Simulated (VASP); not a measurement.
# LaHg (Pm-3m) in VASP: single point with LDA

Aim: the single point of LaHg with LDA.

All numbers are computed with VASP 6.6.1; they aren't measurements. Logs are shortened: lines on timing, memory, paths and dates and some standing lists are left out, and cuts for length are marked.

## 1. The structure

The structure is cubic, space group Pm-3m (No. 221). The conventional cell has a = 3.864 Å, b = 3.864 Å, c = 3.864 Å, α = 90.00°, β = 90.00°, γ = 90.00°. Around La (site symmetry m-3m) lie 8 Hg at 3.35 Å. Hg (site symmetry m-3m) has 8 La at 3.35 Å as nearest neighbours.

## 2. Single point, LDA

The input, INCAR:

```
SYSTEM = LaHg
PREC = Accurate
ENCUT = 520
EDIFF = 1E-7
ISMEAR = -1
SIGMA = 0.0816
LREAL = .FALSE.
LASPH = .TRUE.
NELM = 100
ALGO = Normal
ISIF = 2
LWAVE = .FALSE.
LCHARG = .FALSE.
NBANDS = 31
```

The input, KPOINTS:

```
Automatic mesh
0
G
  6 6 6
  0 0 0
```

The input, POSCAR:

```
LaHg
1.0
    0.0000000000      3.8640000000      3.8640000000
    3.8640000000      0.0000000000      3.8640000000
    3.8640000000      3.8640000000      0.0000000000
La Hg
2 2
Direct
    0.2500000000      0.2500000000      0.2500000000
    0.7500000000      0.7500000000      0.7500000000
    0.0000000000      0.0000000000      0.0000000000
    0.5000000000      0.5000000000      0.5000000000
```

Potentials or basis: VASP PAW LDA potentials, release 64 (La, Hg).

On the command line:

```bash
$ cat potpaw_LDA.64/La/POTCAR potpaw_LDA.64/Hg/POTCAR > POTCAR
$ mpirun -np 1 vasp_std > vasp.out
```

OUTCAR:

```text
SYSTEM = LaHg
   PREC = Accurate
   ENCUT = 520
   EDIFF = 1E-7
   ISMEAR = -1
   LREAL = .FALSE.
   LASPH = .TRUE.
   NELM = 100
   ISIF = 2

 ion  position               nearest neighbor table
   1  0.250  0.250  0.250-   3 3.35   3 3.35   3 3.35   4 3.35   4 3.35   4 3.35   4 3.35   3 3.35

   2  0.750  0.750  0.750-   4 3.35   4 3.35   4 3.35   3 3.35   3 3.35   3 3.35   4 3.35   3 3.35

   3  0.000  0.000  0.000-   2 3.35   2 3.35   2 3.35   1 3.35   1 3.35   1 3.35   2 3.35   1 3.35
                             4 3.86   4 3.86   4 3.86   4 3.86   4 3.86   4 3.86
   4  0.500  0.500  0.500-   1 3.35   1 3.35   1 3.35   2 3.35   2 3.35   2 3.35   2 3.35   1 3.35
                             3 3.86   3 3.86   3 3.86   3 3.86   3 3.86   3 3.86

  LATTYP: Found a face centered cubic cell.
 ALAT       =     7.7280000000

  Lattice vectors:

 A1 = (   0.0000000000,   3.8640000000,   3.8640000000)
 A2 = (   3.8640000000,   0.0000000000,   3.8640000000)
 A3 = (   3.8640000000,   3.8640000000,   0.0000000000)

Analysis of symmetry for initial positions (statically):
=====================================================================
 Subroutine PRICEL returns following result:

  LATTYP: Found a simple cubic cell.
 ALAT       =     3.8640000000

  Lattice vectors:

 A1 = (  -3.8640000000,   0.0000000000,   0.0000000000)
 A2 = (   0.0000000000,   0.0000000000,   3.8640000000)
 A3 = (   0.0000000000,   3.8640000000,   0.0000000000)

   2 primitive cells build up your supercell.

 Routine SETGRP: Setting up the symmetry group for a
 face centered cubic supercell.

 Subroutine GETGRP returns: Found 48 space group operations
 (whereof 48 operations were pure point group operations)
 out of a pool of 48 trial point group operations.

The static configuration has the point symmetry O_h .

Analysis of symmetry for dynamics (positions and initial velocities):
=====================================================================
 Subroutine PRICEL returns following result:

  LATTYP: Found a simple cubic cell.
 ALAT       =     3.8640000000

  Lattice vectors:

 A1 = (  -3.8640000000,   0.0000000000,   0.0000000000)
 A2 = (   0.0000000000,   0.0000000000,   3.8640000000)
 A3 = (   0.0000000000,   3.8640000000,   0.0000000000)

   2 primitive cells build up your supercell.

 Routine SETGRP: Setting up the symmetry group for a
 face centered cubic supercell.

 Subroutine GETGRP returns: Found 48 space group operations
 (whereof 48 operations were pure point group operations)
 out of a pool of 48 trial point group operations.

The dynamic configuration has the point symmetry O_h .

 Subroutine INISYM returns: Found 48 space group operations
 (whereof 48 operations are pure point group operations),
 and found     2 'primitive' translations

----------------------------------------------------------------------------------------

                                     Primitive cell

  volume of cell :      57.6914

  direct lattice vectors                    reciprocal lattice vectors
    -3.864000000  0.000000000  0.000000000    -0.258799172  0.000000000  0.000000000
     0.000000000  0.000000000  3.864000000     0.000000000  0.000000000  0.258799172
     0.000000000  3.864000000  0.000000000     0.000000000  0.258799172  0.000000000

  length of vectors
     3.864000000  3.864000000  3.864000000     0.258799172  0.258799172  0.258799172

  position of ions in fractional coordinates (direct lattice)
     0.500000000  0.500000000  0.500000000
     0.000000000  0.000000000  0.000000000

  ion indices of the primitive-cell ions
   primitive index   ion index
                 1           1
                 2           3

----------------------------------------------------------------------------------------

 KPOINTS: Automatic mesh

Automatic generation of k-mesh.
 Grid dimensions read from file:
 generate k-points for:    6    6    6

 Generating k-lattice:

  Cartesian coordinates                     Fractional coordinates (reciprocal lattice)
    -0.021566598  0.021566598  0.021566598     0.166666667  0.000000000  0.000000000
     0.021566598 -0.021566598  0.021566598     0.000000000  0.166666667  0.000000000
     0.021566598  0.021566598 -0.021566598     0.000000000  0.000000000  0.166666667

  Length of vectors
     0.037354443  0.037354443  0.037354443

  Shift w.r.t. Gamma in fractional coordinates (k-lattice)
     0.000000000  0.000000000  0.000000000

 Subroutine IBZKPT returns following result:
 ===========================================

 Found     16 irreducible k-points:

 Following reciprocal coordinates:
            Coordinates               Weight
  0.000000  0.000000  0.000000      1.000000
  0.166667  0.000000  0.000000      8.000000
  0.333333  0.000000  0.000000      8.000000
  0.500000  0.000000  0.000000      4.000000
  0.166667  0.166667  0.000000      6.000000
  0.333333  0.166667  0.000000     24.000000
[... 8 lines left out ...]
 -0.333333  0.333333  0.166667     24.000000
 -0.333333  0.500000  0.166667     12.000000
   k-points           NKPTS =     16   k-points in BZ     NKDIM =     16   number of bands    NBANDS=     31
   number of dos      NEDOS =    301   number of ions     NIONS =      4
   total plane-waves  NPLWV =  74088
   dimension x,y,z NGX =    42 NGY =   42 NGZ =   42
   dimension x,y,z NGXF=    84 NGYF=   84 NGZF=   84
   ions per type =               2   2
   NGX,Y,Z   is equivalent  to a cutoff of  12.78, 12.78, 12.78 a.u.
   NGXF,Y,Z  is equivalent  to a cutoff of  25.56, 25.56, 25.56 a.u.
 SYSTEM =  LaHg
   PREC   = accura    normal or accurate (medium, high low for compatibility)
   ISTART =      0    job   : 0-new  1-cont  2-samecut
   ICHARG =      2    charge: 1-file 2-atom 10-const
   ISPIN  =      1    spin polarized calculation?
   LNONCOLLINEAR =      F non collinear calculations
   LSORBIT =      F    spin-orbit coupling
   LASPH  =      T    aspherical Exc in radial PAW
   ENCUT  =  520.0 eV  38.22 Ry    6.18 a.u.  10.16 10.16 10.16*2*pi/ulx,y,z
   NELM   =    100;   NELMIN=  2; NELMDL= -5     # of ELM steps
   EDIFF  = 0.1E-06   stopping-criterion for ELM
   LREAL  =      F    real-space projection
   EDIFFG = 0.1E-05   stopping-criterion for IOM
   NSW    =      0    number of steps for IOM
   IBRION =     -1    ionic relax: 0-MD 1-quasi-New 2-CG
   NFREE  =      0    steps in history (QN), initial steepest desc. (CG)
   ISIF   =      2    stress and relaxation
   ISYM   =      2    0-nonsym 1-usesym 2-fastsym
   POTIM  = 0.5000    time-step for ionic-motion
   TEBEG  =    0.0;   TEEND  =   0.0 temperature during run
   PSTRESS=    0.0 pullay stress
   NELECT =      46.0000    total number of electrons
   NUPDOWN=      -1.0000    fix difference up-down
   EMIN   =  10.00;   EMAX   =-10.00  energy-range for DOS
   EFERMI =   0.00;   METHOD = LEGACY
   ISMEAR =    -1;   SIGMA  =   0.08  broadening in eV -4-tet -1-fermi 0-gaus
   EFERMI_NEDOS =   21; number of points for ismear=-14 and -15
   IALGO  =     38    algorithm
   IMIX   =      4    mixing-type and parameters
     AMIX     =   0.40;   BMIX     =  1.00
     AMIX_MAG =   1.60;   BMIX_MAG =  1.00
  volume/ion in A,a.u.               =      28.85       194.66
  Fermi-wavevector in a.u.,A,eV,Ry     =   1.204889  2.276910 19.752356  1.451757
  Thomas-Fermi vector in A             =   2.340601
   LORBIT       =      0    0 simple, 1 ext, 2 COOP (PROOUT), +10 PAW based schemes
   GGA     = CA    functional components
   LHFCALC =     F    Hartree Fock is set to
   AEXX    =    0.0000 exact exchange contribution
   IVDW    =     0    specifies the selected vdW correction
   LEPSILON=     F    determine dielectric tensor
   LRPA    =     F    only Hartree local field effects (RPA)
 non-spin polarized calculation
  energy-cutoff  :      520.00
  volume of cell :      115.38
 maximum number of plane-waves:      3138
 NGX is ok and might be reduce to    42
   NGX = 21   NGY = 21   NGZ = 21

 number of electron      46.0000000 magnetization

 Free energy of the ion-electron system (eV)
  ---------------------------------------------------
  ext. energy  EPLUGINS =         0.00000000
  ---------------------------------------------------
  free energy    TOTEN  =       -15.35827728 eV

  energy without entropy =      -15.24164412  energy(sigma->0) =      -15.29996070

 E-fermi :   6.4265     XC(G=0): -10.5560

 val. band max:        6.3723947294   @ k =   0.0000   0.0000   0.0000
 cond. band min:       6.4309601581   @ k =   0.3333   0.1667   0.0000
 fundamental gap:      0.0585654286
 Fermi energy:         6.4265434973

 k-point     1 :       0.0000    0.0000    0.0000
  band No.  band energies     occupation
      1     -26.5581      2.00000
      2     -26.4157      2.00000
      3     -10.5109      2.00000
      4     -10.5109      2.00000
      5     -10.5109      2.00000
      6     -10.0293      2.00000
[... 23 lines left out ...]
     30       7.8513      0.00000
     31       7.8612      0.00000

 k-point     2 :       0.1667    0.0000    0.0000
  band No.  band energies     occupation
      1     -26.5482      2.00000
      2     -26.4251      2.00000
      3     -10.4814      2.00000
      4     -10.4814      2.00000
      5     -10.4802      2.00000
      6     -10.0879      2.00000
[... 23 lines left out ...]
     30       7.8504      0.00000
     31       7.8584      0.00000

 k-point     3 :       0.3333    0.0000    0.0000
  band No.  band energies     occupation
      1     -26.5214      2.00000
      2     -26.4507      2.00000
      3     -10.4091      2.00000
      4     -10.3994      2.00000
      5     -10.3994      2.00000
      6     -10.2105      2.00000
[... 23 lines left out ...]
     30       7.7476      0.00000
     31       7.8358      0.00000

 k-point     4 :       0.5000    0.0000    0.0000
  band No.  band energies     occupation
      1     -26.4858      2.00000
      2     -26.4858      2.00000
      3     -10.3219      2.00000
      4     -10.3219      2.00000
      5     -10.2830      2.00000
      6     -10.2830      2.00000
[... 363 lines left out ...]
     30       7.7721      0.00000
     31       7.8152      0.00000

 k-point    15 :      -0.3333    0.3333    0.1667
  band No.  band energies     occupation
      1     -26.4852      2.00000
      2     -26.4852      2.00000
      3     -10.5962      2.00000
      4     -10.5962      2.00000
      5     -10.2877      2.00000
      6     -10.2877      2.00000
[... 23 lines left out ...]
     30       7.7687      0.00000
     31       7.8589      0.00000

 k-point    16 :      -0.3333    0.5000    0.1667
  band No.  band energies     occupation
      1     -26.4964      2.00000
      2     -26.4736      2.00000
      3     -10.6797      2.00000
      4     -10.6032      2.00000
      5     -10.4272      2.00000
      6     -10.1393      2.00000
[... 23 lines left out ...]
     30       7.7941      0.00000
     31       7.8028      0.00000

------------------------ aborting loop because EDIFF is reached ----------------------------------------

  FORCE on cell =-STRESS in cart. coord.  units (eV):
  Direction    XX          YY          ZZ          XY          YZ          ZX
  --------------------------------------------------------------------------------------
  -------------------------------------------------------------------------------------
  Total       -2.0829677     -2.0829677     -2.0829677      0.0000000      0.0000000      0.0000000
  in kB      -28.9235620    -28.9235620    -28.9235620      0.0000000      0.0000000      0.0000000
  external PRESSURE =     -28.9235620 kB  Pullay stress =       0.0000000 kB

 VOLUME and BASIS-vectors are now :
 -----------------------------------------------------------------------------
  energy-cutoff  :      520.00
  volume of cell :      115.38
      direct lattice vectors                 reciprocal lattice vectors
     0.000000000  3.864000000  3.864000000    -0.129399586  0.129399586  0.129399586
     3.864000000  0.000000000  3.864000000     0.129399586 -0.129399586  0.129399586
     3.864000000  3.864000000  0.000000000     0.129399586  0.129399586 -0.129399586

 POSITION                                       TOTAL-FORCE (eV/Angst)
 -----------------------------------------------------------------------------------
      1.93200      1.93200      1.93200         0.000000      0.000000      0.000000
      5.79600      5.79600      5.79600        -0.000000      0.000000     -0.000000
      0.00000      0.00000      0.00000        -0.000000     -0.000000     -0.000000
      3.86400      3.86400      3.86400        -0.000000     -0.000000     -0.000000
 -----------------------------------------------------------------------------------
    total drift:                               -0.000000     -0.000000      0.000000

  FREE ENERGIE OF THE ION-ELECTRON SYSTEM (eV)
  ---------------------------------------------------
  free  energy   TOTEN  =       -15.3582772785 eV

  energy  without entropy=      -15.2416441152  energy(sigma->0) =      -15.29996070
```

Run time: 38 s. Hardware: 1 thread of Intel Xeon 6975P-C (Granite Rapids), shared host; peak memory 0.24 GiB.

What came out:

| Quantity | Value |
| --- | --- |
| Free energy | -15.3583 eV |
| Pressure | -2.9 GPa |
| Band gap on the k mesh | none (metal or under the smearing width) |
